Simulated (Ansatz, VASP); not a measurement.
# GaN: VASP beside Ansatz

Wanted: the spread between two codes on one cell, functional and k mesh. The cell is taken from a series of runs on this material, whose earlier steps may have relaxed, scaled, displaced or heated it; both programs get it as it stands.

Method: plane waves, with VASP 6.6.1 beside it; relaxation of cell and atoms at LDA, in Ansatz 0.2.0.

## 1. Starting point

It takes space group P6_3mc (No. 186, hexagonal). The conventional cell has a = 3.152 Å, b = 3.152 Å, c = 5.138 Å, α = 90.00°, β = 90.00°, γ = 120.00°. Ga has 4 N at 1.93 Å nearest. N has 4 Ga at 1.93 Å nearest. Farther neighbours and most contacts between anions are not listed.

## 2. VASP: relaxation of cell and atoms, LDA

The relaxed volume is the usual yardstick between codes: in a stiff, nearly cubic crystal its relative difference is about their pressure difference at one cell divided by the bulk modulus.

Lines of VASP's logs that name or quote its potential files are left out, and so is its time.

Input file INCAR:

```
SYSTEM = GaN
PREC = Accurate
ENCUT = 600
EDIFF = 1E-07
NELM = 120
ISMEAR = 0
SIGMA = 0.01
LREAL = .FALSE.
ALGO = Normal
GGA = CA
NBANDS = 24
LORBIT = 11
LWAVE = .FALSE.
LCHARG = .FALSE.
ISIF = 3
IBRION = 2
NSW = 80
EDIFFG = -0.005
LASPH = .TRUE.
GGA_COMPAT = .FALSE.
NELMIN = 4
EFERMI = MIDGAP
```

Input file POSCAR:

```
GaN
1.0
    3.1516500000      0.0000000000      0.0000000000
   -1.5758250000      2.7294090000      0.0000000000
    0.0000000000      0.0000000000      5.1383030000
Ga N
2 2
Direct
    0.3333333333      0.6666666667      0.9993009365
    0.6666666667      0.3333333333      0.4993008392
    0.3333333333      0.6666666667      0.3756991365
    0.6666666667      0.3333333333      0.8756990392
```

Input file KPOINTS:

```
Automatic mesh
0
Gamma
12 12 6
0 0 0
```

The projector-augmented-wave data sets are Ga_d and N (LDA family, release 64).

Command:

```
$ mpirun -np 1 vasp_std
```

Numbers of over 12 decimals in the logs are rounded to 6 here.

The log of the run:

```text
[banner, memory and clock lines left out]
running    1 mpi-ranks, on    1 nodes
 distrk:  each k-point on    1 cores,    1 groups
 distr:  one band on    1 cores,    1 groups

 POSCAR found type information on POSCAR GaN
 POSCAR found :  2 types and       4 ions
 LDA part: xc-table for (Slater(with rela. corr.)+CA(PZ))
 , standard interpolation
 POSCAR, INCAR and KPOINTS ok, starting setup
 FFT: planning ... GRIDC
 FFT: planning ... GRID_SOFT
 FFT: planning ... GRID
 WAVECAR not read
 entering main loop
       N       E                     dE             d eps       ncg     rms          rms(c)
DAV:   1     0.283912098839E+03    0.28391E+03   -0.19671E+04  3976   0.307E+03
DAV:   2     0.197699850578E+01   -0.28194E+03   -0.26905E+03  4040   0.543E+02
DAV:   3    -0.310910886169E+02   -0.33068E+02   -0.32787E+02  4336   0.147E+02
DAV:   4    -0.320624365325E+02   -0.97135E+00   -0.96933E+00  4472   0.279E+01
DAV:   5    -0.320811230755E+02   -0.18687E-01   -0.18682E-01  4368   0.359E+00    0.108E+01
DAV:   6    -0.279317863802E+02    0.41493E+01   -0.12797E+01  6264   0.553E+01    0.311E+00
DAV:   7    -0.279712331498E+02   -0.39447E-01   -0.14103E+00  3944   0.909E+00    0.258E+00
DAV:   8    -0.279327318656E+02    0.38501E-01   -0.27862E-01  6208   0.630E+00    0.109E+00
DAV:   9    -0.279099185353E+02    0.22813E-01   -0.85659E-02  6144   0.473E+00    0.314E-01
DAV:  10    -0.279107115060E+02   -0.79297E-03   -0.54367E-03  4120   0.610E-01    0.121E-01
DAV:  11    -0.279104569060E+02    0.25460E-03   -0.13489E-03  5848   0.672E-01    0.390E-02
DAV:  12    -0.279104706432E+02   -0.13737E-04   -0.14171E-04  3944   0.796E-02    0.468E-02
DAV:  13    -0.279105001510E+02   -0.29508E-04   -0.30899E-05  6232   0.519E-02    0.832E-02
DAV:  14    -0.279106103968E+02   -0.11025E-03   -0.12936E-04  6032   0.106E-01    0.162E-01
DAV:  15    -0.279106166146E+02   -0.62178E-05   -0.11744E-05  3960   0.221E-02    0.169E-01
DAV:  16    -0.279105717571E+02    0.44858E-04   -0.12237E-05  5224   0.427E-02    0.152E-01
DAV:  17    -0.279104569885E+02    0.11477E-03   -0.28988E-04  6192   0.188E-01    0.535E-02
DAV:  18    -0.279104574422E+02   -0.45366E-06   -0.52127E-05  5008   0.498E-02    0.237E-02
DAV:  19    -0.279104582080E+02   -0.76582E-06   -0.34235E-06  5320   0.245E-02    0.290E-02
DAV:  20    -0.279104591295E+02   -0.92150E-06   -0.13285E-06  5856   0.101E-02    0.283E-02
DAV:  21    -0.279104577064E+02    0.14231E-05   -0.22274E-06  4160   0.151E-02    0.144E-02
DAV:  22    -0.279104575547E+02    0.15172E-06   -0.80631E-07  4912   0.655E-03    0.761E-03
DAV:  23    -0.279104575484E+02    0.62464E-08   -0.13148E-07  2544   0.252E-03
   1 F= -.27910458E+02 E0= -.27910458E+02  d E =-.279105E+02
 curvature:   0.00 expect dE= 0.000E+00 dE for cont linesearch  0.000E+00
 trial: gam= 0.00000 g(F)=  0.256E-06 g(S)=  0.293E-02 ort = 0.000E+00 (trialstep = 0.100E+01)
 search vector abs. value=  0.293E-02
 bond charge predicted
       N       E                     dE             d eps       ncg     rms          rms(c)
DAV:   1    -0.279404704106E+02   -0.30013E-01   -0.43124E-01  4320   0.148E+01    0.105E+00
DAV:   2    -0.279177153589E+02    0.22755E-01   -0.52394E-02  4800   0.579E+00    0.502E-01
DAV:   3    -0.279111139622E+02    0.66014E-02   -0.12159E-02  5576   0.251E+00    0.105E-01
DAV:   4    -0.279108526143E+02    0.26135E-03   -0.14749E-03  3672   0.336E-01    0.849E-02
DAV:   5    -0.279105849342E+02    0.26768E-03   -0.16525E-04  4968   0.112E-01    0.469E-02
DAV:   6    -0.279104430764E+02    0.14186E-03   -0.12161E-04  5624   0.123E-01    0.167E-03
DAV:   7    -0.279104432230E+02   -0.14662E-06   -0.37939E-06  3768   0.152E-02    0.209E-03
DAV:   8    -0.279104431502E+02    0.72837E-07   -0.18898E-07  2912   0.729E-03
   2 F= -.27910443E+02 E0= -.27910443E+02  d E =0.143983E-04
 trial-energy change:    0.000014  1 .order    0.000022   -0.002927    0.002971
 step:   0.4982(harm=  0.4963)  dis= 0.00003  next Energy=   -27.911188 (dE=-0.730E-03)
 bond charge predicted
       N       E                     dE             d eps       ncg     rms          rms(c)
DAV:   1    -0.279188030846E+02   -0.83599E-02   -0.10752E-01  4328   0.729E+00    0.531E-01
DAV:   2    -0.279130031215E+02    0.58000E-02   -0.13439E-02  4808   0.295E+00    0.251E-01
DAV:   3    -0.279113592259E+02    0.16439E-02   -0.29256E-03  5648   0.121E+00    0.536E-02
DAV:   4    -0.279112901684E+02    0.69057E-04   -0.33819E-04  3664   0.162E-01    0.421E-02
DAV:   5    -0.279112143098E+02    0.75859E-04   -0.51452E-05  4880   0.624E-02    0.201E-02
DAV:   6    -0.279111869366E+02    0.27373E-04   -0.23670E-05  5528   0.531E-02    0.109E-03
DAV:   7    -0.279111869456E+02   -0.90449E-08   -0.67983E-07  3824   0.681E-03
   3 F= -.27911187E+02 E0= -.27911187E+02  d E =-.729397E-03
 curvature:  -0.25 expect dE=-0.954E-06 dE for cont linesearch -0.897E-06
 trial: gam=-0.03382 g(F)=  0.205E-06 g(S)=  0.364E-05 ort = 0.103E-03 (trialstep = 0.900E+00)
 search vector abs. value=  0.237E-06
 reached required accuracy - stopping structural energy minimisation
```

Parts of OUTCAR (step 2):

```text
ion  position               nearest neighbor table
   1  0.333  0.667  0.999-   4 1.93   4 1.93   4 1.93   3 1.93
   2  0.667  0.333  0.499-   3 1.93   3 1.93   3 1.93   4 1.93
   3  0.333  0.667  0.376-   2 1.93   2 1.93   2 1.93   1 1.93
   4  0.667  0.333  0.876-   1 1.93   1 1.93   1 1.93   2 1.93

  LATTYP: Found a hexagonal cell.
 ALAT       =     3.1516500000
 C/A-ratio  =     1.6303533070

 Subroutine GETGRP returns: Found 12 space group operations
 (whereof  6 operations were pure point group operations)

The static configuration has the point symmetry C_3v.
 The point group associated with its full space group is C_6v.

 Found     76 irreducible k-points:

   k-points           NKPTS =     76   k-points in BZ     NKDIM =     76   number of bands    NBANDS=     24

   dimension x,y,z NGX =    28 NGY =   28 NGZ =   42
   dimension x,y,z NGXF=    56 NGYF=   56 NGZF=   84

   ENCUT  =  600.0 eV  44.10 Ry    6.64 a.u.   6.29  6.29 10.26*2*pi/ulx,y,z

   NELECT =      36.0000    total number of electrons

 k-points in reciprocal lattice and weights: Automatic mesh
   0.00000000  0.00000000  0.00000000       0.001
   0.08333333 -0.00000000  0.00000000       0.007
   0.16666667 -0.00000000  0.00000000       0.007
   0.25000000 -0.00000000  0.00000000       0.007
   0.33333333  0.00000000  0.00000000       0.007
   0.41666667  0.00000000  0.00000000       0.007
   0.50000000 -0.00000000  0.00000000       0.003
   0.08333333  0.08333333  0.00000000       0.007
   0.16666667  0.08333333  0.00000000       0.014
[...]
0.33333333  0.25000000  0.50000000       0.014
   0.33333333  0.33333333  0.50000000       0.002

 average (electrostatic) potential at core
       1 -64.4114       2 -64.4114       3 -61.6716       4 -61.6716

 E-fermi :   6.4393

 k-point     1 :       0.0000    0.0000    0.0000
  band No.  band energies     occupation
    ...
     14       4.3057      2.00000
     15       4.3057      2.00000
     16       5.3304      2.00000
     17       5.3837      2.00000
     18       5.3837      2.00000
     19       7.4950      0.00000
     20       9.7339      0.00000
     21      14.5713      0.00000
     22      15.2568      0.00000
     23      15.2568      0.00000
    ...

 k-point     2 :       0.0833   -0.0000    0.0000
  band No.  band energies     occupation
    ...
     14       3.7756      2.00000
     15       4.1526      2.00000
     16       4.7773      2.00000
     17       5.2596      2.00000
     18       5.3186      2.00000
     19       8.0400      0.00000
     20      10.1732      0.00000
     21      14.3730      0.00000
     22      14.7571      0.00000
     23      15.4451      0.00000
    ...

 k-point     3 :       0.1667   -0.0000    0.0000
  band No.  band energies     occupation
    ...
     14       2.5718      2.00000
     15       3.6732      2.00000
     16       3.7715      2.00000
     17       5.0328      2.00000
     18       5.1296      2.00000
     19       8.9560      0.00000
     20      11.0069      0.00000
     21      13.4946      0.00000
     22      14.2838      0.00000
     23      15.8179      0.00000
    ...

  Total        0.0096933      0.0096933      0.0106722      0.0000000      0.0000000     -0.0000000
  in kB        0.3495676      0.3495676      0.3848703      0.0000000      0.0000000     -0.0000000
  external PRESSURE =       0.3613352 kB  Pullay stress =       0.0000000 kB

  energy-cutoff  :      600.00
  volume of cell :       44.43
      direct lattice vectors                 reciprocal lattice vectors
     3.157069226  0.000000000 -0.000000000     0.316749469  0.182875389 -0.000000000
    -1.578534613  2.734102187  0.000000000     0.000000000  0.365750777  0.000000000
     0.000000000 -0.000000000  5.146973779     0.000000000  0.000000000  0.194288925

 POSITION                                       TOTAL-FORCE (eV/Angst)
 -----------------------------------------------------------------------------------
     -0.00000      1.82273      5.14340        -0.000000      0.000000     -0.001030
      1.57853      0.91137      2.56992        -0.000000      0.000000     -0.001030
     -0.00000      1.82273      1.93369         0.000000      0.000000      0.001030
      1.57853      0.91137      4.50717         0.000000     -0.000000      0.001030
 -----------------------------------------------------------------------------------
    total drift:                               -0.000000     -0.000000     -0.000140

  FREE ENERGIE OF THE ION-ELECTRON SYSTEM (eV)
  ---------------------------------------------------
  free  energy   TOTEN  =       -27.9111869456 eV

  energy  without entropy=      -27.9111869456  energy(sigma->0) =      -27.91118695

 reached required accuracy - stopping structural energy minimisation

 total charge
# of ion       s       p       d       tot
------------------------------------------
    1        0.801   0.943  10.195  11.940
    2        0.801   0.943  10.195  11.940
    3        1.206   2.509   0.000   3.715
    4        1.206   2.509   0.000   3.715
--------------------------------------------------
tot          4.015   6.904  20.391  31.310

[... 3 further parts left out ...]
```

The run keeps the 12 symmetry operations of its start, so it cannot find a distortion of lower symmetry.

(Continued in part 2 of 2.)

[Lines on the potential files, build, host, timing and source positions are cut from VASP's logs without a mark.]

[Logs are printed without paths, hosts, clocks, repeated set-up lines and the standing remarks that a program may print on its own settings, such as how far it seeks lower states.]

[Hosts, paths, dates, database ids (printed as entryN), source tags and the programs' standing remarks are cut or masked in the printed files.]
